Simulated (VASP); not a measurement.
Crystal: BaCaBr4.

```
Ba Ca Br
1.0
     0.00000    4.46591    4.46591
     4.46591    0.00000    4.46591
     4.46591    4.46591    0.00000
Ba Ca Br
1 1 4
Direct
  0.00000 0.00000 0.00000
  0.75000 0.75000 0.75000
  0.87355 0.37548 0.37548
  0.37548 0.37548 0.37548
  0.37548 0.87355 0.37548
  0.37548 0.37548 0.87355
```

The cell was built by a generator and needn't be a form met in nature.

The cell isn't the ideal one: species swapped into the GdInCu4 type (F-43m, No. 216).

| Property | Result |
| --- | --- |
| Program | VASP 6.6.1 |
| Task | relaxation of cell and atoms |
| Functional | PBE |
| Potentials or basis | VASP PAW PBE potentials, release 64 (Ba_sv, Ca_sv, Br) |
| Cutoff | 600 eV |
| k mesh | 4 × 4 × 4 |
| Occupations | gaussian, width 0.1 eV |
| Spin | no spin polarisation |

At the start: pressure 4.5 GPa; volume 29.69 Å³/atom.

**Question.** Where does the relaxation end?

**Answer.** Over 3 steps the energy falls by 56.9 meV/atom and the volume is 34.33 Å³/atom (+15.6 %); space group F-43m (No. 216, to 0.05 Å).

The path:
```tsv
step	energy change (eV)	largest force (eV/Å)	pressure (GPa)	volume (Å³)
1	0.0000	0.0293	4.54	178.14
2	-0.3332	0.0050	0.58	200.70
3	-0.3417	0.0010	-0.04	205.95
```

Final structure:
```
CELL_PARAMETERS angstrom
0.00000 4.68717 4.68717
4.68717 0.00000 4.68717
4.68717 4.68717 0.00000
ATOMIC_POSITIONS crystal
Ba 0.00000 0.00000 0.00000
Ca 0.75000 0.75000 0.75000
Br 0.87389 0.37537 0.37537
Br 0.37537 0.37537 0.37537
Br 0.37537 0.87389 0.37537
Br 0.37537 0.37537 0.87389
```

Caveat: the volume moved by over 15 % at a fixed basis, so the end points are rough.
